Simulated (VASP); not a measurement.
These are rev-vdW-DF2, VASP's PBE PAW potentials (set 64) (plane waves; VASP 6.6.1) values and carry that method's errors.

VASP input:

INCAR:
```
AGGAC = 0.0
ALGO = Normal
EDIFF = 1E-7
EDIFFG = -0.01
ENCUT = 520
GGA = MK
IBRION = 2
ISIF = 4
ISMEAR = 0
LASPH = .TRUE.
LCHARG = .FALSE.
LMAXMIX = 4
LREAL = .FALSE.
LUSE_VDW = .TRUE.
LWAVE = .FALSE.
NELM = 100
NSW = 30
PARAM1 = 0.1234568
PARAM2 = 0.7114
PREC = Accurate
SIGMA = 0.05
SYSTEM = MgI2
ZAB_VDW = -1.8867
```

File POSCAR:
```
MgI2
1
    2.0609713123    -3.5697066003     0.0000000000
    2.0609713123     3.5697066003     0.0000000000
    0.0000000000     0.0000000000     6.7923598802
Mg I
1 2
Direct
  1.0000000000   1.0000000000   0.0000000000
  0.3333330000   0.6666670000   0.2438227470
  0.6666670000   0.3333330000   0.7561772530
```

**KPOINTS**
```
Automatic
0
gamma
6 6 4
```

POTCAR, in this order: Mg I (PBE.64 set). Program: vasp_std.

What VASP printed:

OSZICAR:
```
       N       E                     dE             d eps       ncg     rms          rms(c)
DAV:   1     0.876653709842E+02    0.87665E+02   -0.60468E+03   576   0.106E+03
DAV:   2     0.300289669861E+01   -0.84662E+02   -0.78094E+02   880   0.154E+02
DAV:   3    -0.317374661761E+01   -0.61766E+01   -0.61543E+01   752   0.499E+01
DAV:   4    -0.328178971781E+01   -0.10804E+00   -0.10803E+00   724   0.829E+00
DAV:   5    -0.328421385952E+01   -0.24241E-02   -0.24241E-02   736   0.125E+00    0.392E+00
DAV:   6    -0.316027350398E+01    0.12394E+00   -0.16871E-01   640   0.226E+00    0.269E+00
DAV:   7    -0.314322744004E+01    0.17046E-01   -0.14613E-01   648   0.217E+00    0.728E-01
DAV:   8    -0.314204154092E+01    0.11859E-02   -0.88673E-03   636   0.583E-01    0.249E-01
DAV:   9    -0.314224501434E+01   -0.20347E-03   -0.10314E-03   700   0.251E-01    0.883E-02
DAV:  10    -0.314223501829E+01    0.99960E-05   -0.23960E-05   708   0.430E-02    0.440E-02
DAV:  11    -0.314223811202E+01   -0.30937E-05   -0.12874E-05   680   0.294E-02    0.225E-02
DAV:  12    -0.314223870892E+01   -0.59690E-06   -0.90486E-07   708   0.664E-03    0.994E-03
DAV:  13    -0.314223868741E+01    0.21511E-07   -0.18659E-08   444   0.118E-03
   1 F= -.31422387E+01 E0= -.31422387E+01  d E =-.314224E+01
       N       E                     dE             d eps       ncg     rms          rms(c)
DAV:   1    -0.314416026180E+01   -0.19216E-02   -0.93134E-02   596   0.183E+00    0.124E-01
DAV:   2    -0.314450357915E+01   -0.34332E-03   -0.38623E-03   704   0.435E-01    0.509E-02
DAV:   3    -0.314449707062E+01    0.65085E-05   -0.41561E-05   668   0.598E-02    0.380E-02
DAV:   4    -0.314449241617E+01    0.46545E-05   -0.10916E-05   692   0.229E-02    0.158E-02
DAV:   5    -0.314449195211E+01    0.46406E-06   -0.21131E-06   636   0.915E-03    0.217E-03
DAV:   6    -0.314449184885E+01    0.10326E-06   -0.52284E-08   420   0.214E-03    0.169E-03
DAV:   7    -0.314449180432E+01    0.44530E-07   -0.35181E-08   380   0.165E-03
   2 F= -.31444918E+01 E0= -.31444918E+01  d E =-.225312E-02
       N       E                     dE             d eps       ncg     rms          rms(c)
DAV:   1    -0.314481459284E+01   -0.32274E-03   -0.55389E-01   588   0.445E+00    0.297E-01
DAV:   2    -0.314685632570E+01   -0.20417E-02   -0.22922E-02   692   0.106E+00    0.126E-01
DAV:   3    -0.314681817368E+01    0.38152E-04   -0.24669E-04   672   0.146E-01    0.940E-02
DAV:   4    -0.314679304670E+01    0.25127E-04   -0.65350E-05   684   0.558E-02    0.395E-02
DAV:   5    -0.314679188414E+01    0.11626E-05   -0.12490E-05   632   0.222E-02    0.520E-03
DAV:   6    -0.314679163156E+01    0.25258E-06   -0.43794E-07   700   0.555E-03    0.446E-03
DAV:   7    -0.314679150152E+01    0.13004E-06   -0.26361E-07   628   0.374E-03    0.135E-03
DAV:   8    -0.314679150854E+01   -0.70164E-08   -0.24504E-08   364   0.122E-03
   3 F= -.31467915E+01 E0= -.31467915E+01  d E =-.455282E-02
       N       E                     dE             d eps       ncg     rms          rms(c)
DAV:   1    -0.314796368455E+01   -0.11722E-02   -0.49007E-02   596   0.122E+00    0.134E-01
DAV:   2    -0.314756060203E+01    0.40308E-03   -0.13487E-03   652   0.272E-01    0.633E-02
DAV:   3    -0.314733916436E+01    0.22144E-03   -0.23700E-04   704   0.976E-02    0.312E-02
DAV:   4    -0.314730013370E+01    0.39031E-04   -0.12587E-04   708   0.675E-02    0.647E-03
DAV:   5    -0.314730110041E+01   -0.96670E-06   -0.91914E-06   628   0.191E-02    0.637E-03
DAV:   6    -0.314730110180E+01   -0.13914E-08   -0.31483E-07   664   0.411E-03
   4 F= -.31473011E+01 E0= -.31473011E+01  d E =-.509593E-03
       N       E                     dE             d eps       ncg     rms          rms(c)
DAV:   1    -0.314972401774E+01   -0.24229E-02   -0.16416E-01   588   0.223E+00    0.245E-01
DAV:   2    -0.314838435585E+01    0.13397E-02   -0.45314E-03   644   0.498E-01    0.116E-01
DAV:   3    -0.314764659688E+01    0.73776E-03   -0.79604E-04   696   0.179E-01    0.571E-02
DAV:   4    -0.314752015886E+01    0.12644E-03   -0.41409E-04   712   0.123E-01    0.117E-02
DAV:   5    -0.314752340156E+01   -0.32427E-05   -0.29986E-05   624   0.346E-02    0.116E-02
DAV:   6    -0.314752344555E+01   -0.43990E-07   -0.10539E-06   700   0.752E-03    0.692E-03
DAV:   7    -0.314752365446E+01   -0.20891E-06   -0.59571E-07   620   0.633E-03    0.894E-04
DAV:   8    -0.314752363331E+01    0.21149E-07   -0.40611E-08   348   0.150E-03
   5 F= -.31475236E+01 E0= -.31475236E+01  d E =-.732125E-03
```

**OUTCAR**
```
------------------------ aborting loop because EDIFF is reached ----------------------------------------
  FORCE on cell =-STRESS in cart. coord.  units (eV):
  Direction    XX          YY          ZZ          XY          YZ          ZX
  --------------------------------------------------------------------------------------
  Total        0.2719798      0.2719797      0.3142098      0.0000000      0.0000000     -0.0000000
  in kB        4.3600558      4.3600546      5.0370374      0.0000000      0.0000000     -0.0000000
  external PRESSURE =       4.5857160 kB  Pullay stress =       0.0000000 kB
  volume of cell :       99.94
      direct lattice vectors                 reciprocal lattice vectors
     2.069927315 -3.585218791 -0.000000000     0.241554376 -0.139461503  0.000000000
     2.069927315  3.585218791 -0.000000000     0.241554376  0.139461503  0.000000000
    -0.000000000 -0.000000000  6.733709826     0.000000000  0.000000000  0.148506548
 POSITION                                       TOTAL-FORCE (eV/Angst)
 -----------------------------------------------------------------------------------
      0.00000      0.00000      0.00000         0.000000      0.000000      0.000000
      2.06993      1.19508      1.67480        -0.000000     -0.000000      0.001667
      2.06993     -1.19508      5.05891         0.000000     -0.000000     -0.001667
 -----------------------------------------------------------------------------------
    total drift:                                0.000000      0.000000      0.000000
  FREE ENERGIE OF THE ION-ELECTRON SYSTEM (eV)
  ---------------------------------------------------
  free  energy   TOTEN  =        -3.1475236333 eV

  energy  without entropy=       -3.1475236333  energy(sigma->0) =       -3.14752363

 reached required accuracy - stopping structural energy minimisation
```
(Selected blocks of OUTCAR.)

CONTCAR:
```
MgI2
   1.00000000000000
     2.0699273147473747   -3.5852187908997899   -0.0000000000000000
     2.0699273147473747    3.5852187908997899   -0.0000000000000000
    -0.0000000000000000   -0.0000000000000000    6.7337098257013954
  Mg              I
     1     2
Direct
     0.0000000000000000    0.0000000000000000    0.0000000000000000
     0.3333330000000032    0.6666669999999968    0.2487188368496554
     0.6666669999999968    0.3333330000000032    0.7512811631503445
```

The compound is MgI2 in the 1T layered structure. This cell is one point of a volume scan, at 0.97 of the reference volume. Symmetry was kept, so distortions that lower it aren't found.
